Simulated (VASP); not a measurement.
# Al2Au: structure and properties in VASP, part 2 of 5

Wanted: the relaxed cell of Al2Au and its properties. Left out of this account: 1 further run (relaxation: a spoilt try). The start is a cell from a database of measured crystal structures.

VASP 6.6.1; LDA; plane waves and PAW (Al, Au).

Still holding for the runs below: This run has no spin polarisation. Its electron count is odd, so without a moment it is a metal by construction. The k-mesh is coarse for a metal.

So far. Step 2 (Relaxing cell and atoms (LDA)): It ends with forces that vanish by symmetry and a pressure of -0.01 GPa. The volume lies -2.0 % from that of the database's start, which holds the thermal and zero-point expansion of its experiment. Step 3 (Second relaxation): It ends with forces that vanish by symmetry and a pressure of -0.01 GPa. The volume moved by under 0.01 %: the run met its threshold at the first step.

### Step 4. Density, ELF and potential (LDA)

The relaxed cell gets a fresh self-consistent run, on a basis set for its own volume, to fix the density and to check the remaining stress.

INCAR reads:

```
SYSTEM = Al2Au
PREC = Accurate
ENCUT = 400
EDIFF = 1E-06
NELM = 100
ISMEAR = 1
SIGMA = 0.2
LREAL = .FALSE.
ALGO = Normal
GGA = CA
NBANDS = 14
LASPH = .TRUE.
LORBIT = 11
LWAVE = .FALSE.
LCHARG = .TRUE.
ISIF = 2
LELF = .TRUE.
LVHAR = .TRUE.
```

POSCAR reads:

```
Al2Au
1.0
    0.0000000000      2.9798908904      2.9798908904
    2.9798908904      0.0000000000      2.9798908904
    2.9798908904      2.9798908904      0.0000000000
Al Au
2 1
Direct
    0.2500000000      0.2500000000      0.2500000000
    0.7500000000      0.7500000000      0.7500000000
    0.0000000000      0.0000000000      0.0000000000
```

KPOINTS reads:

```
Automatic mesh
0
Gamma
7 7 7
0 0 0
```

PAW data sets: Al and Au (LDA family, release 64).

The run is started by

```sh
> mpirun -np 2 vasp_std
```

Output:

```text
[banner, memory and clock lines left out]
running    2 mpi-ranks, on    1 nodes
 distrk:  each k-point on    2 cores,    1 groups
 distr:  one band on    1 cores,    2 groups

 POSCAR found type information on POSCAR AlAu
 POSCAR found :  2 types and       3 ions
 LDA part: xc-table for (Slater(with rela. corr.)+CA(PZ))
 , standard interpolation
 POSCAR, INCAR and KPOINTS ok, starting setup
 FFT: planning ... GRIDC
 FFT: planning ... GRID_SOFT
 FFT: planning ... GRID
 WAVECAR not read
 entering main loop
       N       E                     dE             d eps       ncg     rms          rms(c)
DAV:   1     0.453160900360E+02    0.45316E+02   -0.59188E+03   592   0.801E+02
DAV:   2    -0.143947257922E+02   -0.59711E+02   -0.54261E+02   646   0.167E+02
DAV:   3    -0.156439301214E+02   -0.12492E+01   -0.12447E+01   728   0.237E+01
DAV:   4    -0.156519512260E+02   -0.80211E-02   -0.80203E-02   650   0.224E+00
DAV:   5    -0.156520518290E+02   -0.10060E-03   -0.10060E-03   712   0.256E-01    0.931E+00
DAV:   6    -0.144188541878E+02    0.12332E+01   -0.54199E+00   656   0.244E+01    0.392E+00
[... 1 cycle as in an earlier step ...]
DAV:   8    -0.142858652667E+02    0.39806E-01   -0.28073E-02   710   0.106E+00    0.406E-01
DAV:   9    -0.142844721650E+02    0.13931E-02   -0.26358E-03   692   0.534E-01    0.212E-01
[... 1 cycle as in an earlier step ...]
DAV:  11    -0.142844821020E+02    0.56320E-05   -0.53792E-06   698   0.175E-02    0.129E-02
DAV:  12    -0.142844819726E+02    0.12946E-06   -0.70595E-07   460   0.854E-03
   1 F= -.14284482E+02 E0= -.14284506E+02  d E =0.723961E-04
```

It took 3.2 s on 2 MPI ranks of Intel Xeon 6975P-C (Granite Rapids), shared host; peak memory 0.22 GiB.

OUTCAR, selected parts (step 4):

```text
The static configuration has the point symmetry O_h .

 Found     20 irreducible k-points:

   NELECT =      17.0000    total number of electrons

 E-fermi :   7.8169

  Total       -0.0035797     -0.0035797     -0.0035797      0.0000000      0.0000000     -0.0000000
  in kB       -0.1083744     -0.1083744     -0.1083744      0.0000000      0.0000000     -0.0000000
  external PRESSURE =      -0.1083744 kB  Pullay stress =       0.0000000 kB

  FREE ENERGIE OF THE ION-ELECTRON SYSTEM (eV)
  ---------------------------------------------------
  free  energy   TOTEN  =       -14.2844819726 eV

  energy  without entropy=      -14.2845543687  energy(sigma->0) =      -14.28450610

[... 17 parts as in an earlier step ...]
```

This step gave:

| Property | Result |
| --- | --- |
| SCF cycles | 12 |

Valence electrons inside each PAW sphere by angular momentum. Sphere charges, by row:

| atom | s (e) | p (e) | d (e) | tot (e) |
| --- | --- | --- | --- | --- |
| Al1 | 0.403 | 0.373 | 0 | 0.776 |
| Al2 | 0.403 | 0.373 | 0 | 0.776 |
| Au3 | 0.767 | 0.719 | 8.556 | 10.04 |

Electrostatic potential energy in the ac plane of a cell with a along [110], b along [-110] and c along [001] of the cube at fractional y = 0.000, with atoms of Al and Au within 0.2 Å of it. With pseudopotentials it is smooth inside the atoms' cores, unlike the true potential.

Ten even steps from '_' (-79 eV) to '@' (4 eV), each cell a mean:
```
..::++%%@@@@@@@@@@##==....::++%%@@@@@@@@@@##==..
--++##@@%%%%##%%@@%%**==--++##@@%%%%##%%@@%%**==
##%%@@%%**--::++%%@@%%%%##%%@@%%**--::++%%@@%%%%
@@@@@@%%==____::##@@@@@@@@@@@@%%==____::##@@@@@@
@@@@@@%%++..__--##@@@@@@@@@@@@%%++..__--##@@@@@@
@@@@@@@@%%++++**%%@@@@@@@@@@@@@@%%++++**%%@@@@@@
@@@@@@@@@@%%%%@@@@@@@@@@@@@@@@@@@@%%%%@@@@@@@@@@
@@@@@@@@@@@@@@@@@@@@@@@@@@@@@@@@@@@@@@@@@@@@@@@@
@@@@@@@@@@@@@@@@@@@@@@@@@@@@@@@@@@@@@@@@@@@@@@@@
@@@@@@@@%%####%%@@@@@@@@@@@@@@@@%%####%%@@@@@@@@
@@@@@@%%**--::++%%@@@@@@@@@@@@%%**--::++%%@@@@@@
@@@@@@%%==____::##@@@@@@@@@@@@%%==____::##@@@@@@
@@@@@@%%++..__--##@@@@@@@@@@@@%%++..__--##@@@@@@
**##%%@@%%++++##%%@@%%****##%%@@%%++++##%%@@%%**
::--**@@@@%%%%@@@@%%++::::--**@@@@%%%%@@@@%%++::
__::++%%@@@@@@@@@@##--..__::++%%@@@@@@@@@@##--..
```
Columns run along a (8.4 Å; values clipped at the 3rd and 97th percentile), rows up along c (6.0 Å), edges of the conventional cell, whose origin can differ from the input's. Atoms in or near the plane, at fractional coordinates: Al at (0.25, 0.25), Al at (0.75, 0.25), Al at (0.25, 0.75), Al at (0.75, 0.75), Au at (0.00, 0.00), Au at (0.50, 0.00).

Valence density in the ac plane of a cell with a along [110], b along [-110] and c along [001] of the cube at fractional y = 0.000, with atoms of Al and Au within 0.2 Å of it. It is the smooth field of the valence electrons, not physical close to the nuclei.

Ten steps, logarithmic in the rise over the least value, from '0' (0.0 e/Å³) to '9' (4.2 e/Å³), each cell a mean:
```
987543334689987543334689
876543344578876543344578
655443234456655443234456
433331023334433331023334
222321123322222321123322
112233333211112233333211
011233332110011233332110
001223332100001223332100
001223332110001223332110
111233332211111233332211
122332223221122332223221
333331023333333331023333
444432134444444432134444
765443334567765443334567
986543344678986543344678
997543334689997543334689
```
Columns run along a (8.4 Å), rows up along c (6.0 Å), edges of the conventional cell, whose origin can differ from the input's. Atoms in or near the plane, at fractional coordinates: Al at (0.25, 0.25), Al at (0.75, 0.25), Al at (0.25, 0.75), Al at (0.75, 0.75), Au at (0.00, 0.00), Au at (0.50, 0.00).

ELF in the ac plane of a cell with a along [110], b along [-110] and c along [001] of the cube at fractional y = 0.000, with atoms of Al and Au within 0.2 Å of it. It is the smooth field of the valence electrons, not physical close to the nuclei.

Ten even steps from '_' (0.02) to '@' (0.66), each cell a mean:
```
__..==**##%%%%%%##++::____..==**##%%%%%%##++::__
::==**%%@@%%##@@@@##++--::==**%%@@%%##@@@@##++--
++++##@@@@==::##@@%%**++++++##@@@@==::##@@%%**++
++++##%%++..__--##%%**++++++##%%++..__--##%%**++
--==++++::____..==**====--==++++::____..==**====
..::--============--::....::--============--::..
____..--++####**==::..______..--++####**==::..__
____..--++####**==::________..--++####**==::____
____..--++##%%**==::________..--++##%%**==::____
__..::--++****++==::..____..::--++****++==::..__
::--====--::::::====--::::--====--::::::====--::
==++**##--____..++##++====++**##--____..++##++==
++++##@@##::__==@@%%**++++++##@@##::__==@@%%**++
++++**@@@@**++%%@@##**++++++**@@@@**++%%@@##**++
..::++##%%%%%%@@%%**==....::++##%%%%%%@@%%**==..
..__==**##%%%%##**++::__..__==**##%%%%##**++::__
```
Columns run along a (8.4 Å), rows up along c (6.0 Å), edges of the conventional cell, whose origin can differ from the input's. Atoms in or near the plane, at fractional coordinates: Al at (0.25, 0.25), Al at (0.75, 0.25), Al at (0.25, 0.75), Al at (0.75, 0.75), Au at (0.00, 0.00), Au at (0.50, 0.00).

In this run the pressure is -0.01 GPa, small enough to go on.

### Step 5. Band structure (LDA)

Levels along the symmetry lines show where the bands peak and cross; KPOINTS_OPT computes them in the converged potential.

INCAR reads:

```
SYSTEM = Al2Au
PREC = Accurate
ENCUT = 400
EDIFF = 1E-06
NELM = 100
ISMEAR = 1
SIGMA = 0.2
LREAL = .FALSE.
ALGO = Normal
GGA = CA
NBANDS = 21
LASPH = .TRUE.
LORBIT = 11
LWAVE = .FALSE.
LCHARG = .FALSE.
KPAR = 2
```

POSCAR is that of step 4.

KPOINTS is that of step 4.

KPOINTS_OPT reads:

```
Line mode
16
Line-mode
Reciprocal
  0.00000000   0.00000000   0.00000000 GAMMA
  0.50000000   0.00000000   0.50000000 X

  0.50000000   0.00000000   0.50000000 X
  0.50000000   0.25000000   0.75000000 W

  0.50000000   0.25000000   0.75000000 W
  0.37500000   0.37500000   0.75000000 K

  0.37500000   0.37500000   0.75000000 K
  0.00000000   0.00000000   0.00000000 GAMMA

  0.00000000   0.00000000   0.00000000 GAMMA
  0.50000000   0.50000000   0.50000000 L

  0.50000000   0.50000000   0.50000000 L
  0.62500000   0.25000000   0.62500000 U

  0.62500000   0.25000000   0.62500000 U
  0.50000000   0.25000000   0.75000000 W

  0.50000000   0.25000000   0.75000000 W
  0.50000000   0.50000000   0.50000000 L

  0.50000000   0.50000000   0.50000000 L
  0.37500000   0.37500000   0.75000000 K

  0.62500000   0.25000000   0.62500000 U
  0.50000000   0.00000000   0.50000000 X
```

The run is started by

```sh
> mpirun -np 2 vasp_std
```

Output:

```text
[... set-up lines as in an earlier step ...]
 entering main loop
       N       E                     dE             d eps       ncg     rms          rms(c)
DAV:   1     0.464979106802E+02    0.46498E+02   -0.56077E+03   896   0.530E+02
DAV:   2    -0.141973078375E+02   -0.60695E+02   -0.55997E+02   958   0.134E+02
DAV:   3    -0.156418841934E+02   -0.14446E+01   -0.14336E+01  1036   0.186E+01
DAV:   4    -0.156519158966E+02   -0.10032E-01   -0.10031E-01   953   0.182E+00
DAV:   5    -0.156520513018E+02   -0.13541E-03   -0.13540E-03  1023   0.212E-01    0.931E+00
DAV:   6    -0.144221755879E+02    0.12299E+01   -0.32819E+00   930   0.162E+01    0.386E+00
DAV:   7    -0.143253695772E+02    0.96806E-01   -0.16283E-01   900   0.324E+00    0.186E+00
DAV:   8    -0.142856358670E+02    0.39734E-01   -0.22507E-02   975   0.741E-01    0.415E-01
DAV:   9    -0.142844786064E+02    0.11573E-02   -0.17291E-03   953   0.320E-01    0.208E-01
DAV:  10    -0.142844842205E+02   -0.56141E-05   -0.10140E-04   980   0.561E-02    0.300E-02
DAV:  11    -0.142844820021E+02    0.22184E-05   -0.31087E-06   980   0.119E-02    0.113E-02
DAV:  12    -0.142844819752E+02    0.26897E-07   -0.46132E-07   627   0.511E-03
   1 F= -.14284482E+02 E0= -.14284506E+02  d E =0.724324E-04
 Start KPOINTS_OPT (optional k-point list driver)
k-point batch [1-20\160]
       N       E                     dE             ncg
DAV:   1     0.207425844997E+04   -0.40376E+04      864
DAV:   2     0.899919178689E+03   -0.11743E+04      945
DAV:   3     0.872240613395E+03   -0.27679E+02     1061
DAV:   4     0.872007070693E+03   -0.23354E+00      985
DAV:   5     0.872003209975E+03   -0.38607E-02     1039
DAV:   6     0.872003130892E+03   -0.79083E-04      993
DAV:   7     0.872003129177E+03   -0.17147E-05      930
DAV:   8     0.872003129063E+03   -0.11369E-06      663
[...]
k-point batch [141-160\160]
       N       E                     dE             ncg
DAV:   1     0.192512599726E+04   -0.81782E+04      856
DAV:   2     0.746470868767E+03   -0.11787E+04      966
DAV:   3     0.722254172019E+03   -0.24217E+02     1102
DAV:   4     0.722039862134E+03   -0.21431E+00      975
DAV:   5     0.722035966176E+03   -0.38960E-02     1097
DAV:   6     0.722035879498E+03   -0.86678E-04     1046
DAV:   7     0.722035877527E+03   -0.19704E-05      977
DAV:   8     0.722035877373E+03   -0.15479E-06      696
```

Run time: 18 s. Hardware: 2 MPI ranks; peak memory 0.26 GiB.

Parts of OUTCAR (step 5):

```text
   k-points           NKPTS =     20   k-points in BZ     NKDIM =     20   number of bands    NBANDS=     21

   NELECT =      17.0000    total number of electrons

 E-fermi :   7.8169

 k-point     5 :       0.1429    0.1429    0.0000
  band No.  band energies     occupation
    ...
      2       0.9462      2.00000
      3       1.2031      2.00000
      4       1.2031      2.00000
      5       1.9775      2.00000
      6       2.1370      2.00000
      7       8.8777     -0.00000
      8       8.8777     -0.00000
      9       9.0625     -0.00000
     10       9.7064     -0.00000
     11      11.8047     -0.00000
    ...

  Total       -0.0037047     -0.0037047     -0.0037047      0.0000000      0.0000000      0.0000000
  in kB       -0.1121581     -0.1121581     -0.1121581      0.0000000      0.0000000      0.0000000
  external PRESSURE =      -0.1121581 kB  Pullay stress =       0.0000000 kB

 POSITION                                       TOTAL-FORCE (eV/Angst)
 -----------------------------------------------------------------------------------
      1.48995      1.48995      1.48995         0.000000      0.000000      0.000000
      4.46984      4.46984      4.46984        -0.000000     -0.000000     -0.000000
      0.00000      0.00000      0.00000         0.000000     -0.000000      0.000000
 -----------------------------------------------------------------------------------
    total drift:                               -0.000000     -0.000000      0.000000

  FREE ENERGIE OF THE ION-ELECTRON SYSTEM (eV)
  ---------------------------------------------------
  free  energy   TOTEN  =       -14.2844819752 eV

  energy  without entropy=      -14.2845544076  energy(sigma->0) =      -14.28450612

[... 14 parts as in an earlier step ...]

[... 2 further parts left out ...]
```

Spin-orbit coupling is off here; with elements this heavy it splits and shifts levels by tenths of an eV or more.

This step gave:

```
bands    : 21
pressure : -0.01122 GPa
```

The electronic bands at the labelled points (eV, zero at the Fermi level; # counts the bands kept):

| point | #6 | #7 | #8 | #9 | #10 | #11 | #12 | #13 |
| --- | --- | --- | --- | --- | --- | --- | --- | --- |
| Γ | -5.74 | 2.27 | 2.97 | 2.97 | 2.97 | 4.02 | 4.02 | 4.02 |
| 0.47 of the way | -5.60 | -0.63 | -0.19 | -0.19 | 1.63 | 3.02 | 6.39 | 6.82 |
| X | -5.42 | -5.10 | -2.13 | -2.13 | 1.36 | 2.11 | 7.71 | 9.90 |
| 0.47 of the way | -5.24 | -5.24 | -2.76 | -2.17 | 2.19 | 2.93 | 6.49 | 8.42 |
| W | -5.28 | -4.06 | -4.06 | -2.20 | 4.21 | 4.21 | 5.29 | 5.33 |
| 0.53 of the way | -5.41 | -4.54 | -3.53 | -1.82 | 2.69 | 4.56 | 5.39 | 6.93 |
| K | -5.63 | -4.67 | -3.42 | -1.37 | 1.90 | 4.43 | 6.09 | 7.79 |
| 0.47 of the way | -5.61 | -2.41 | -1.65 | 1.26 | 3.24 | 4.35 | 4.45 | 5.68 |
| Γ | -5.74 | 2.27 | 2.97 | 2.97 | 2.97 | 4.02 | 4.02 | 4.02 |
| 0.47 of the way | -5.74 | -1.70 | 1.49 | 1.49 | 2.79 | 4.49 | 4.49 | 4.70 |
| L | -5.62 | -5.55 | 0.37 | 0.37 | 3.28 | 3.70 | 3.90 | 3.90 |
| 0.47 of the way | -5.65 | -5.17 | -1.55 | -0.29 | 2.41 | 4.73 | 5.07 | 6.08 |
| U | -5.63 | -4.67 | -3.42 | -1.37 | 1.90 | 4.43 | 6.09 | 7.79 |
| 0.47 of the way | -5.41 | -4.54 | -3.53 | -1.82 | 2.69 | 4.56 | 5.39 | 6.93 |
| W | -5.28 | -4.06 | -4.06 | -2.20 | 4.21 | 4.21 | 5.29 | 5.33 |
| 0.47 of the way | -5.54 | -4.90 | -2.27 | -0.95 | 3.04 | 3.98 | 5.99 | 6.71 |
| L | -5.62 | -5.55 | 0.37 | 0.37 | 3.28 | 3.70 | 3.90 | 3.90 |
| 0.47 of the way | -5.65 | -5.17 | -1.55 | -0.29 | 2.41 | 4.73 | 5.07 | 6.08 |
| K | -5.63 | -4.67 | -3.42 | -1.37 | 1.90 | 4.43 | 6.09 | 7.79 |
| jump to U | -5.63 | -4.67 | -3.42 | -1.37 | 1.90 | 4.43 | 6.09 | 7.79 |
| 0.47 of the way | -5.39 | -5.27 | -2.72 | -1.90 | 1.67 | 2.83 | 6.98 | 9.01 |
| X | -5.42 | -5.10 | -2.13 | -2.13 | 1.36 | 2.11 | 7.71 | 9.90 |

Of the projections kept (Al, Au), the largest for each band there; the rest of the weight can lie on other orbitals:

| point | #6 | #7 | #8 | #9 | #10 | #11 | #12 | #13 |
| --- | --- | --- | --- | --- | --- | --- | --- | --- |
| Γ | Au 1.00 | Al 1.00 | Au 0.94 | Au 0.94 | Au 0.94 | Al 0.50 | Al 0.50 | Al 0.50 |
| X | Au 1.00 | Au 0.96 | Al 0.53 | Al 0.53 | Au 0.53 | Au 0.91 | - | Al 0.87 |
| W | Au 0.98 | Au 0.69 | Au 0.69 | Au 0.74 | Al 0.64 | Al 0.64 | Au 0.67 | Au 0.92 |
| K | Au 0.99 | Au 0.77 | Au 0.75 | Au 0.55 | Au 0.58 | Au 0.60 | Al 0.72 | Al 0.86 |
| Γ | Au 1.00 | Al 1.00 | Au 0.94 | Au 0.94 | Au 0.94 | Al 0.50 | Al 0.50 | Al 0.50 |
| L | Au 1.00 | Au 0.97 | Au 0.56 | Au 0.56 | Al 1.00 | Au 0.56 | Au 0.55 | Au 0.55 |

There is no gap at this level.

(Continued in part 3 of 5.)

[Lines on the potential files, build, host, timing and source positions are cut from VASP's logs without a mark.]

[Logs are printed without paths, hosts, clocks, repeated set-up lines and the standing remarks that a program may print on its own settings, such as how far it seeks lower states.]

[Hosts, paths, dates, database ids (printed as entryN), source tags and the programs' standing remarks are cut or masked in the printed files.]

[A measured line is paired with the nearest computed mode of its activity, which favours agreement.]
